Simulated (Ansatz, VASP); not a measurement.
**Cross-check of W2NCl2 (W2NCl2 MXene bilayer, AA) between VASP and Ansatz**

One calculation is typed for both programs; each brings its own data sets. How far apart do they land? The structure shown is the start of the Ansatz relaxation below; VASP solves that cell, so the two are compared at the walk's first step.

Method: plane waves, with VASP 6.6.1 beside it; single point at PBE with D3(BJ), in Ansatz 0.2.0.

## (1) The structure

The cell holds 10 atoms: 4 Cl, 4 W and 2 N. Its edges and angles: a = 3.054 Å, b = 3.054 Å, c = 60.785 Å, α = 90.0°, β = 90.0°, γ = 120.0°. Vacuum lies along c.

## (2) Ansatz: relaxation, PBE with D3(BJ)

Ansatz runs on its default PAW (the set named soft_2) files.

The two programs are compared at the cell with which this relaxation starts, whose forces are those of its first step.

The input, input.yaml:

```yaml
crystal:
  lattice:
    - [3.053908, 0.0, 0.0]
    - [-1.526954, 2.6447619088, 0.0]
    - [0.0, 0.0, 60.7846731934]
  atoms:
    - { symbol: Cl, position: [0.3333333333, 0.6666666667, 0.3775622833] }
    - { symbol: W, position: [0.6666666667, 0.3333333333, 0.4062072932], spin: 1.0 }
    - { symbol: "N", position: [0.0, 0.0, 0.4260312171] }
    - { symbol: W, position: [0.3333333333, 0.6666666667, 0.4458551409], spin: 1.0 }
    - { symbol: Cl, position: [0.6666666667, 0.3333333333, 0.4745001508] }
    - { symbol: Cl, position: [0.3333333333, 0.6666666667, 0.5254998492] }
    - { symbol: W, position: [0.6666666667, 0.3333333333, 0.5541448591], spin: 1.0 }
    - { symbol: "N", position: [0.0, 0.0, 0.5739687829] }
    - { symbol: W, position: [0.3333333333, 0.6666666667, 0.5937927068], spin: 1.0 }
    - { symbol: Cl, position: [0.6666666667, 0.3333333333, 0.6224377167] }
  periodic: [true, true, false]
magnetization:
  spin_polarized: true
kpoints:
  mp_grid: { grid: [12, 12, 1] }
hamiltonian:
  xc: pbe
  dispersion: d3bj
scf:
  occupations: { method: fermi_dirac, width: 0.05 }
  convergence: { dr2_threshold: 1.0e-09 }
relax:
  f_tol: 0.004
  max_steps: 90
  cell: {}
output:
  write_potential: true
  write_density: true
  volumetric_format: npy
```

Started as:

```bash
$ ansatz run input.yaml --threads 4 --pin off --max-ram 12288MiB --backend cpu --events-out ev --progress --plain --runs-dir out
```

Numbers of over 12 decimals in the logs are rounded to 6 here.

What it wrote:

```text
Warning: relax.cell: scf.convergence.dr2_threshold = 1e-9 eV is looser than the 1.61486460939e-10 eV advised for a relaxation that steers and ends on the stress (1e-10 eV for each atom of the cell: 10, times the square of relax.cell.stress_2d_tol = 0.05 N/m over 24.9 Å (the atoms' height at the walk's start and 5 Å past either face), 2.009e-2 GPa, over a crystal's default 0.05). What an SCF threshold leaves in a stress goes as its square root, and in the free energy as the threshold itself, and one threshold admits the most on a small cell: [figures from the program's tests cut] Set scf.convergence.dr2_threshold to 1.61486460939e-10 eV or tighter. [rest of the remark cut]
Engine: ansatz 0.2.0, x86_64-unknown-linux-gnu
Pseudopotentials: kind: paw
Pseudopotential: Cl, paw, valence charge 7, recommended cutoff 420 eV (normal), Cl.paw.azcp
Pseudopotential: W, paw, valence charge 14, recommended cutoff 420 eV (normal), W.paw.azcp
Pseudopotential: N, paw, valence charge 5, recommended cutoff 420 eV (normal), N.paw.azcp
Functional definition: PBE
  parameter kappa = 0.804
  parameter beta = 0.066725
  exchange = pbe_x(kappa = kappa, mu = beta*pi^2/3)
  correlation = pbe_c(beta = beta)
Crystal: 10 atoms, lattice volume = 490.949 Å³
Basis set: ecut = 420 eV, 9527 PW (Γ), exchange–correlation on 48×48×864 points (8 copies of the dense FFT grid, shifted against one another)
Bands: 59, of which v1, the nominal top of the filled ones, is band 47 counted from 1 (46 counted from 0)
Symmetry: 12 space group operations
Space group: P-3m1 (ITA 164), of the structure as read, at distance tolerance 7.9e-5 Å
Magnetic group: BNS 164.85 (UNI 1315), of the structure as read, at distance tolerance 7.9e-5 Å
k-points: 19 of 144
Non-local potential: Cl, projectors of the file, l = 0: 2, l = 1: 2, l = 2: 2
Non-local potential: W, projectors of the file, l = 0: 3, l = 1: 2, l = 2: 2, l = 3: 1
Non-local potential: N, projectors of the file, l = 0: 2, l = 1: 2, l = 2: 1
PAW form: soft (Blöchl's): semilocal exchange-correlation on the pseudo side does not see the compensation charge
PAW one-centre angular grid: Cl, 110 points (default); XC on 64 Gauss nodes
PAW one-centre angular grid: W, 590 points (default); XC on 64 Gauss nodes
PAW one-centre angular grid: N, 110 points (default); XC on 64 Gauss nodes
Initial density: superposition of atomic densities (neutral atoms: chi_scale 0, normalization atom)
Starting moments: Σ|m| = 4 μB on 4 of 10 sites
Initial wavefunctions: pseudopotential atomic-orbital guess
Functional: x = pbe(κ = 0.804, μ = 0.219515), c = pbe(β = 0.066725)
SCF iter   1: F=—  HF=-46631.022419 eV  |F-HF|=—  |Δ(HF+E_count)|=         —  Δρ=2.81e-2 (↑2.81e-2 ↓2.52e-2)  dr2=2.40e1  dr2_m=1.71e-1  M=2.120 μB ∫|m|=2.145 μB  β_m=0.30  ethr=3.10e-3  ⟨swp⟩=13.7  Hψ=15244  notcnv=0  defer=9
Mixer restart at iter 1: flushing history
preconditioner: auto → LDOS  [metal: Δε(μ)=0.011 eV  Ē_g=10.252 eV  σ=0.050 eV  W_gap=0.06  n_scr=40 (ndim 8)  ℏωp=13.2 eV  f_vac=0.699  D(μ)=8.17/eV (n_scr^D=32)]
spin=Collinear: LDOS preconditioning applied to the charge; magnetization (m = ρ↑ − ρ↓) channel mixes plain (no charge-response kernel on spin).
SCF iter   2: F=—  HF=-46629.403061 eV  |F-HF|=—  |Δ(HF+E_count)|=    1.62e0  Δρ=2.13e-2 (↑2.13e-2 ↓1.91e-2)  dr2=1.42e1  dr2_m=1.11e-1  M=1.924 μB ∫|m|=1.944 μB  β_m=0.65  ethr=3.10e-3  ⟨swp⟩=3.2  Hψ=4016  notcnv=0  defer=90
SCF iter   3: F=—  HF=-46627.257857 eV  |F-HF|=—  |Δ(HF+E_count)|=    2.15e0  Δρ=3.88e-3 (↑3.77e-3 ↓3.88e-3)  dr2=1.62e-1  dr2_m=1.25e-2  M=1.019 μB ∫|m|=1.035 μB  β_m=0.66  ethr=3.10e-3  ⟨swp⟩=5.6  Hψ=6465  notcnv=0  defer=96
SCF iter   4: F=—  HF=-46627.357155 eV  |F-HF|=—  |Δ(HF+E_count)|=         —  Δρ=3.25e-3 (↑2.85e-3 ↓3.25e-3)  dr2=2.52e-2  dr2_m=3.75e-2  M=0.381 μB ∫|m|=0.411 μB  β_m=0.66  ethr=1.73e-4  ⟨swp⟩=5.0  Hψ=6010  notcnv=0  defer=77
SCF iter   5: F=—  HF=-46627.357974 eV  |F-HF|=—  |Δ(HF+E_count)|=   8.18e-4  Δρ=1.63e-3 (↑1.45e-3 ↓1.63e-3)  dr2=3.60e-3  dr2_m=1.03e-2  M=0.223 μB ∫|m|=0.242 μB  β_m=0.83  ethr=2.68e-5  ⟨swp⟩=3.7  Hψ=4965  notcnv=0  defer=79
SCF iter   6: F=—  HF=-46627.359293 eV  |F-HF|=—  |Δ(HF+E_count)|=   1.32e-3  Δρ=3.44e-4 (↑2.87e-4 ↓3.44e-4)  dr2=9.59e-4  dr2_m=2.89e-4  M=0.050 μB ∫|m|=0.056 μB  β_m=0.80  ethr=3.83e-6  ⟨swp⟩=3.5  Hψ=5636  notcnv=0  defer=77
[...]
basis re-selected at this cell: Δ(F+E_penalty+E_count) = +4.876e-5 eV, ΔP = -0.001 N/m vs the last step (what re-selecting the basis moved, of the pressure what is left beyond the Pulay correction that the steps carried, after the strain that the cell walked since its last selection, with what the two solves' SCF thresholds leave and, on support functions, any second-order correction that the steps lacked; it is no m [...]
WARN: The output density's exchange-correlation potential varies sharply where the density is thin. Do not read a vacuum level from v_tot or v_xc, or from such a field of the output density. On a cell that repeats whose density bears no net charge and no dipole along the vacuum's axis use v_es (v_loc + v_h of the components); under efield.dipole_correction with no amplitude use v_es + v_field, which holds any externa [...]
SCF converged after 4 iterations
Magnetization: 0.0000 μB (47.0000 up, 47.0000 down)
Absolute magnetization: 0.0000 μB (∫|ρ↑−ρ↓|, with the PAW one-centre terms)
Spin contamination: 0.0000 ħ² per cell (⟨S²⟩ above its minimum at these occupations)
Per-site moments (μB) at R_I (Å): [(-3.302855451983206e-8, 1.038676), (4.215870648179228e-7, 0.912337), (-5.9022280151234756e-8, 0.912337), (2.2489673744458208e-7, 0.912579), (-2.6644002523848407e-8, 1.037369), (-2.6644002544233575e-8, 1.037369), (2.2489673744923737e-7, 0.912579), (-5.9022280160332075e-8, 0.912337), (4.215870647249413e-7, 0.912337), (-3.302855447812776e-8, 1.038676)]
Free energy (F): -46628.758712 eV
Harris-Foulkes:  -46628.758712 eV  (|F-HF|=1.16e-9)
Internal energy: -46628.723742 eV  (E = F + TS)
E sigma→0 (E₀):  -46628.741227 eV
Entropy (-TS):   -0.034970 eV (-3.497 meV/atom)
Fermi energy:    -3.875323 eV
--- Per-component energies (eV) ---
  E_band       = -2369.839846
  E_kinetic    = 2724.519390
  E_local      = -989319.849266  (includes V_loc(G=0)·N_el)
  E_nonlocal   = 210.021456
  E_hartree    = 493071.434967
  E_xc         = -1619.269244
  E_vxc        = -1600.639772  (∫ρ·V_xc dr)
  E_paw        = -37142.139689  (= ΣΔE_a)
  E_vpaw       = -526.764694  (= ΣTr[D̂ρ^β])
  E_aug_tail   = 0.000331  (compensation charges beyond the density's cutoff)
  E_ewald      = 485450.304653
  E_disp       = -3.746340  (pairwise vdW)
  E_smearing   = -0.034970  (= −TS)
  E_closure    = -0.000000  (closes the sum)
  Σ components = -46628.758712   (vs F -46628.758712, Δ=0.00e0)
--- Forces (eV/Å), atoms counted from 1 ---
  atom   1  Cl     0.00000000    -0.00000000     0.00003028
  atom   2  W      0.00000000     0.00000000     0.00000396
  atom   3  N     -0.00000000    -0.00000000    -0.00020117
  atom   4  W      0.00000000    -0.00000000     0.00008023
  atom   5  Cl     0.00000000     0.00000000    -0.00003176
  atom   6  Cl     0.00000000    -0.00000000     0.00003176
  atom   7  W      0.00000000     0.00000000    -0.00008023
  atom   8  N      0.00000000     0.00000000     0.00020117
  atom   9  W      0.00000000    -0.00000000    -0.00000396
  atom  10  Cl     0.00000000     0.00000000    -0.00003028
  max |Σ_I F_I| component: 3.70e-17 eV/Å
--- 2D stress c σ (N/m, compression-positive) ---
       -0.002836       0.000000       0.000000
        0.000000      -0.002836       0.000000
        0.000000       0.000000      -0.000000
  P = ½ c Tr σ = -0.0028 N/m
--- Band table (eV; the first three rows and the last of 38) ---
  k-point 0 ↑: bands = [... 43 lower, -5.0540, -5.0438, -5.0438, -5.0309, -4.9998, -3.9803, -3.9803, -3.9782, ... 8 higher]
  k-point 1 ↑: bands = [... 43 lower, -5.3997, -4.9036, -4.8924, -4.8024, -4.7708, -4.1060, -4.1002, -3.8173, ... 8 higher]
  k-point 2 ↑: bands = [... 43 lower, -5.9754, -4.6985, -4.6609, -4.4765, -4.4407, -4.4322, -4.4027, -3.4646, ... 8 higher]
  k-point 18 ↓: bands = [... 43 lower, -4.5424, -4.3711, -4.3711, -4.3383, -4.3383, -2.5753, -2.5753, -2.5220, ... 8 higher]
  the weakly bound empty levels are not read free of the cell's end (no_gap_told)
--- Relaxed structure (9 steps of the walk, 9 accepted, 2 SCFs on fresh bases) ---
  F+E_penalty+E_count = -46628.75871212 eV   max|allowed force component| = 2.012e-4 eV/Å   (the final SCF, on the basis selected at the relaxed cell)
  cell:  # Å, volume = 449.2012 Å³
    - [2.921179, 0, 0]
    - [-1.460589, 2.529815, 0]
    - [0, 0, 60.7846731934]
  atoms:
    - { symbol: Cl, position: [0.333333, 0.666667, 0.366091] }
    - { symbol: W, position: [0.666667, 0.333333, 0.396851] }
    - { symbol: N, position: [0, 0, 0.420390] }
    - { symbol: W, position: [0.333333, 0.666667, 0.443945] }
    - { symbol: Cl, position: [0.666667, 0.333333, 0.474634] }
    - { symbol: Cl, position: [0.333333, 0.666667, 0.525366] }
    - { symbol: W, position: [0.666667, 0.333333, 0.556055] }
    - { symbol: N, position: [0, 0, 0.579610] }
    - { symbol: W, position: [0.333333, 0.666667, 0.603149] }
    - { symbol: Cl, position: [0.666667, 0.333333, 0.633909] }
```

(Continued in part 2 of 2.)

[Lines on the potential files, build, host, timing and source positions are cut from VASP's logs without a mark.]

[Logs are printed without paths, hosts, clocks, repeated set-up lines and the standing remarks that a program may print on its own settings, such as how far it seeks lower states.]

[Hosts, paths, dates, database ids (printed as entryN), source tags and the programs' standing remarks are cut or masked in the printed files.]
